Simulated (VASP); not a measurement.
Level of theory: revTPSS meta-GGA, VASP's PBE PAW potentials (set 64) (plane waves; VASP).

Input for VASP

INCAR:
```
! general
SYSTEM  = KCl
PREC    = Accurate
ENCUT   = 520
LREAL   = F   ! projection in real space or not
LASPH   = T

! electronic loop
EDIFF   = 1E-6   ! SCF stop (eV)
NELM    = 100
ALGO    = Normal
LMIXTAU = T

! smearing
ISMEAR  = 0   ! Gaussian
SIGMA   = 0.05

! functional
METAGGA = RTPSS

! ions
IBRION  = 2
NSW     = 60
ISIF    = 3   ! ions, shape and volume
EDIFFG  = -0.01   ! ionic stop

! output
LWAVE   = F
LCHARG  = F
```

POSCAR:
```
KCl
1
    0.0000000000     3.1450000000     3.1450000000
    3.1450000000     0.0000000000     3.1450000000
    3.1450000000     3.1450000000     0.0000000000
K Cl
1 1
Direct
  0.0000000000   0.0000000000   0.0000000000
  0.5000000000   0.5000000000   0.5000000000
```

File KPOINTS:
```
Regular mesh
0
Gamma
 7 7 7
0 0 0
```

POTCAR, in this order: K_sv Cl (PBE.64 set). Program: vasp_std.

Output of the run:

### OSZICAR
```
...
DAV:   2    -0.849684946155E+01    0.42715E-01   -0.13403E-01   612   0.313E+00    0.587E-01
DAV:   3    -0.848872479866E+01    0.81247E-02   -0.28725E-02   904   0.154E+00    0.511E-01
DAV:   4    -0.180270115996E+06   -0.18026E+06   -0.17476E+06   768   0.398E+02    0.132E+03
DAV:   5     0.168270307929E+03    0.18044E+06   -0.23527E+04   612   0.134E+03    0.823E+02
DAV:   6     0.138476503113E+02   -0.15442E+03   -0.12564E+03   680   0.242E+02    0.393E+01
DAV:   7    -0.612993658524E+01   -0.19978E+02   -0.16057E+02   692   0.862E+01    0.644E+00
DAV:   8    -0.847849401854E+01   -0.23486E+01   -0.16471E+01   592   0.222E+01    0.422E+00
DAV:   9    -0.856150431139E+01   -0.83010E-01   -0.10853E+00   628   0.445E+00    0.375E+00
DAV:  10    -0.852067024954E+01    0.40834E-01   -0.32312E-02   608   0.142E+00    0.287E+00
DAV:  11    -0.851161770173E+01    0.90525E-02   -0.28532E-02   604   0.158E+00    0.221E+00
DAV:  12    -0.850079073779E+01    0.10827E-01   -0.66993E-03   640   0.640E-01    0.186E+00
DAV:  13    -0.849550950998E+01    0.52812E-02   -0.35565E-03   612   0.640E-01    0.145E+00
DAV:  14    -0.848904251006E+01    0.64670E-02   -0.64017E-03   576   0.491E-01    0.114E+00
DAV:  15    -0.848613114079E+01    0.29114E-02   -0.29537E-03   616   0.348E-01    0.965E-01
DAV:  16    -0.848567108069E+01    0.46006E-03   -0.52736E-03   560   0.596E-01    0.616E-01
DAV:  17    -0.848484485635E+01    0.82622E-03   -0.15749E-03   628   0.281E-01    0.550E-01
DAV:  18    -0.848506905431E+01   -0.22420E-03   -0.12332E-04   720   0.933E-02    0.557E-01
DAV:  19    -0.848507701214E+01   -0.79578E-05   -0.54391E-06   656   0.262E-02    0.557E-01
DAV:  20    -0.848503929537E+01    0.37717E-04   -0.85723E-06   584   0.290E-02    0.556E-01
DAV:  21    -0.848493249672E+01    0.10680E-03   -0.44299E-06   572   0.229E-02    0.557E-01
DAV:  22    -0.848520968922E+01   -0.27719E-03   -0.34502E-06   548   0.277E-02    0.557E-01
DAV:  23    -0.848501807275E+01    0.19162E-03   -0.53666E-06   548   0.292E-02    0.555E-01
DAV:  24    -0.848533317425E+01   -0.31510E-03   -0.56362E-06   528   0.345E-02    0.556E-01
DAV:  25    -0.848557026983E+01   -0.23710E-03   -0.12656E-05   516   0.475E-02    0.556E-01
DAV:  26    -0.848722031913E+01   -0.16500E-02   -0.82198E-05   496   0.115E-01    0.549E-01
DAV:  27    -0.849070490369E+01   -0.34846E-02   -0.86850E-04   488   0.266E-01    0.550E-01
DAV:  28    -0.849112094333E+01   -0.41604E-03   -0.38957E-03   480   0.606E-01    0.558E-01
DAV:  29    -0.849166750996E+01   -0.54657E-03   -0.76412E-04   488   0.328E-01    0.565E-01
DAV:  30    -0.849053047195E+01    0.11370E-02   -0.78757E-05   500   0.115E-01    0.568E-01
DAV:  31    -0.849000143858E+01    0.52903E-03   -0.18879E-05   556   0.495E-02    0.570E-01
DAV:  32    -0.848993567552E+01    0.65763E-04   -0.56703E-07   444   0.848E-03    0.570E-01
DAV:  33    -0.848992313899E+01    0.12537E-04   -0.34227E-07   400   0.712E-03    0.569E-01
DAV:  34    -0.848980770951E+01    0.11543E-03   -0.11529E-06   484   0.136E-02    0.569E-01
DAV:  35    -0.848976466801E+01    0.43041E-04   -0.32251E-07   396   0.795E-03    0.570E-01
DAV:  36    -0.848976715454E+01   -0.24865E-05   -0.42068E-08   304   0.219E-03    0.570E-01
DAV:  37    -0.848976710393E+01    0.50609E-07   -0.14525E-08   276   0.772E-04
   2 F= -.84897671E+01 E0= -.84897671E+01  d E =-.183107E-02
       N       E                     dE             d eps       ncg     rms          rms(c)
DAV:   1    -0.889017621788E+01   -0.40041E+00   -0.10949E+01   608   0.318E+01    0.481E+00
DAV:   2    -0.853344901631E+01    0.35673E+00   -0.11806E+00   620   0.905E+00    0.188E+00
DAV:   3    -0.845278982626E+01    0.80659E-01   -0.22288E-01   916   0.433E+00    0.180E+00
DAV:   4    -0.847069721746E+01   -0.17907E-01   -0.91785E-02   740   0.268E+00    0.535E-01
DAV:   5    -0.847699828354E+01   -0.63011E-02   -0.30949E-02   496   0.183E+00    0.625E-01
DAV:   6    -0.848310640119E+01   -0.61081E-02   -0.17792E-03   536   0.372E-01    0.254E-01
DAV:   7    -0.848458982685E+01   -0.14834E-02   -0.15890E-03   732   0.329E-01    0.559E-02
DAV:   8    -0.847270181759E+01    0.11888E-01   -0.11030E+01   480   0.472E+02    0.416E-02
DAV:   9    -0.848464382101E+01   -0.11942E-01   -0.11905E-01   480   0.505E+00    0.469E-02
DAV:  10    -0.848464761625E+01   -0.37952E-05   -0.55402E-05   584   0.101E-01    0.499E-02
DAV:  11    -0.848442892527E+01    0.21869E-03   -0.16533E-03   480   0.379E-01    0.111E-01
DAV:  12    -0.848377940059E+01    0.64952E-03   -0.63001E-04   480   0.228E-01    0.179E-01
DAV:  13    -0.848463666234E+01   -0.85726E-03   -0.14412E-03   480   0.381E-01    0.404E-02
DAV:  14    -0.848471334284E+01   -0.76681E-04   -0.36348E-04   480   0.188E-01    0.229E-02
DAV:  15    -0.848472272072E+01   -0.93779E-05   -0.13172E-05   516   0.461E-02    0.773E-03
DAV:  16    -0.848472152664E+01    0.11941E-05   -0.77447E-07   428   0.101E-02    0.811E-03
DAV:  17    -0.848472319337E+01   -0.16667E-05   -0.56845E-07   376   0.926E-03    0.577E-03
DAV:  18    -0.848472483212E+01   -0.16387E-05   -0.84053E-07   452   0.953E-03    0.383E-03
DAV:  19    -0.848472588204E+01   -0.10499E-05   -0.12259E-06   472   0.106E-02    0.793E-04
DAV:  20    -0.848472587139E+01    0.10657E-07   -0.58387E-08   428   0.240E-03
   3 F= -.84847259E+01 E0= -.84847259E+01  d E =0.321016E-02
       N       E                     dE             d eps       ncg     rms          rms(c)
DAV:   1    -0.860104500944E+01   -0.11632E+00   -0.28875E+00   616   0.165E+01    0.225E+00
DAV:   2    -0.850076915870E+01    0.10028E+00   -0.30450E-01   592   0.473E+00    0.848E-01
DAV:   3    -0.848657699831E+01    0.14192E-01   -0.66239E-02   920   0.225E+00    0.637E-01
DAV:   4    -0.848980930431E+01   -0.32323E-02   -0.96714E-03   824   0.897E-01    0.271E-01
DAV:   5    -0.849057761705E+01   -0.76831E-03   -0.36033E-03   500   0.555E-01    0.203E-01
DAV:   6    -0.849136359916E+01   -0.78598E-03   -0.55402E-04   644   0.168E-01    0.756E-02
DAV:   7    -0.849151290086E+01   -0.14930E-03   -0.17188E-04   700   0.108E-01    0.114E-02
DAV:   8    -0.849152052463E+01   -0.76238E-05   -0.63833E-06   588   0.242E-02    0.949E-03
DAV:   9    -0.849152070612E+01   -0.18148E-06   -0.15411E-07   380   0.464E-03
   4 F= -.84915207E+01 E0= -.84915207E+01  d E =-.358467E-02
       N       E                     dE             d eps       ncg     rms          rms(c)
DAV:   1    -0.849870078058E+01   -0.71803E-02   -0.17411E-01   616   0.405E+00    0.566E-01
DAV:   2    -0.849269533179E+01    0.60054E-02   -0.18515E-02   604   0.116E+00    0.213E-01
DAV:   3    -0.849178133537E+01    0.91400E-03   -0.39324E-03   920   0.553E-01    0.169E-01
DAV:   4    -0.849199505097E+01   -0.21372E-03   -0.70685E-04   808   0.242E-01    0.666E-02
DAV:   5    -0.849206590656E+01   -0.70856E-04   -0.24811E-04   512   0.149E-01    0.552E-02
DAV:   6    -0.849212023120E+01   -0.54325E-04   -0.30141E-05   564   0.394E-02    0.209E-02
DAV:   7    -0.849213391158E+01   -0.13680E-04   -0.12499E-05   784   0.289E-02    0.365E-03
DAV:   8    -0.849213476028E+01   -0.84870E-06   -0.30246E-07   336   0.602E-03
   5 F= -.84921348E+01 E0= -.84921348E+01  d E =-.419873E-02
       N       E                     dE             d eps       ncg     rms          rms(c)
DAV:   1    -0.849629658265E+01   -0.41627E-02   -0.10843E-01   616   0.320E+00    0.444E-01
DAV:   2    -0.849265841674E+01    0.36382E-02   -0.11412E-02   612   0.909E-01    0.167E-01
DAV:   3    -0.849206897289E+01    0.58944E-03   -0.24726E-03   920   0.440E-01    0.137E-01
DAV:   4    -0.849221276481E+01   -0.14379E-03   -0.42922E-04   800   0.192E-01    0.529E-02
DAV:   5    -0.849225717385E+01   -0.44409E-04   -0.14635E-04   512   0.119E-01    0.451E-02
DAV:   6    -0.849229393992E+01   -0.36766E-04   -0.18244E-05   588   0.317E-02    0.167E-02
DAV:   7    -0.849230293142E+01   -0.89915E-05   -0.75228E-06   776   0.227E-02    0.287E-03
DAV:   8    -0.849230371633E+01   -0.78491E-06   -0.31788E-07   308   0.663E-03
   6 F= -.84923037E+01 E0= -.84923037E+01  d E =-.436768E-02
```

**OUTCAR**
```
------------------------ aborting loop because EDIFF is reached ----------------------------------------
  FORCE on cell =-STRESS in cart. coord.  units (eV):
  Direction    XX          YY          ZZ          XY          YZ          ZX
  --------------------------------------------------------------------------------------
  Total       -0.0047212     -0.0047212     -0.0047212      0.0000000      0.0000000      0.0000000
  in kB       -0.1165867     -0.1165867     -0.1165867      0.0000000      0.0000000      0.0000000
  external PRESSURE =      -0.1165867 kB  Pullay stress =       0.0000000 kB
  volume of cell :       64.88
      direct lattice vectors                 reciprocal lattice vectors
    -0.000000000  3.189293349  3.189293349    -0.156774541  0.156774541  0.156774541
     3.189293349  0.000000000  3.189293349     0.156774541 -0.156774541  0.156774541
     3.189293349  3.189293349 -0.000000000     0.156774541  0.156774541 -0.156774541
  FREE ENERGIE OF THE ION-ELECTRON SYSTEM (eV)
  ---------------------------------------------------
  free  energy   TOTEN  =        -8.4923037163 eV

  energy  without entropy=       -8.4923037163  energy(sigma->0) =       -8.49230372

 reached required accuracy - stopping structural energy minimisation
```
(Selected blocks of OUTCAR.)

**CONTCAR**
```
KCl
   1.00000000000000
    -0.0000000000000000    3.1892933490293069    3.1892933490293069
     3.1892933490293069    0.0000000000000000    3.1892933490293069
     3.1892933490293069    3.1892933490293069   -0.0000000000000000
  K               Cl
     1     1
Direct
     0.0000000000000000    0.0000000000000000    0.0000000000000000
     0.5000000000000000    0.5000000000000000    0.5000000000000000
```

OUTCAR:
```
 val. band max:       -2.1215970883   @ k =   0.0000   0.0000   0.0000

 cond. band min:       3.3511786051   @ k =   0.0000   0.0000   0.0000


 Fermi energy:        -1.8096687005

 k-point     1 :       0.0000    0.0000    0.0000
  band No.  band energies     occupation
      1     -29.9670      2.00000
      2     -14.5487      2.00000
      3     -12.9294      2.00000
      4     -12.9294      2.00000
      5     -12.9294      2.00000
      6      -2.1216      2.00000
      7      -2.1216      2.00000
      8      -2.1216      2.00000
      9       3.3512      0.00000
     10       6.6294      0.00000
     11       6.6294      0.00000
     12       6.6294      0.00000

 k-point     2 :       0.1429    0.0000    0.0000
  band No.  band energies     occupation
      1     -29.9654      2.00000
      2     -14.5768      2.00000
      3     -12.9308      2.00000
      4     -12.9308      2.00000
      5     -12.8921      2.00000
      6      -2.3395      2.00000
      7      -2.1795      2.00000
      8      -2.1795      2.00000
      9       3.8090      0.00000
     10       6.4663      0.00000
     11       6.8794      0.00000
     12       6.8794      0.00000

 k-point     3 :       0.2857    0.0000    0.0000
  band No.  band energies     occupation
      1     -29.9619      2.00000
      2     -14.6356      2.00000
      3     -12.9340      2.00000
      4     -12.9340      2.00000
      5     -12.8119      2.00000
      6      -2.7598      2.00000
      7      -2.3044      2.00000
      8      -2.3044      2.00000
      9       4.8290      0.00000
     10       6.3759      0.00000
     11       7.5787      0.00000
     12       7.5787      0.00000

 k-point     4 :       0.4286    0.0000    0.0000
  band No.  band energies     occupation
      1     -29.9591      2.00000
      2     -14.6796      2.00000
      3     -12.9366      2.00000
      4     -12.9366      2.00000
      5     -12.7507      2.00000
      6      -3.0504      2.00000
...
```

Energy and stress use the plane-wave basis of the starting cell.

The compound is KCl in the rock salt structure. This run relaxes it. Symmetry was kept, so distortions that lower it aren't found.
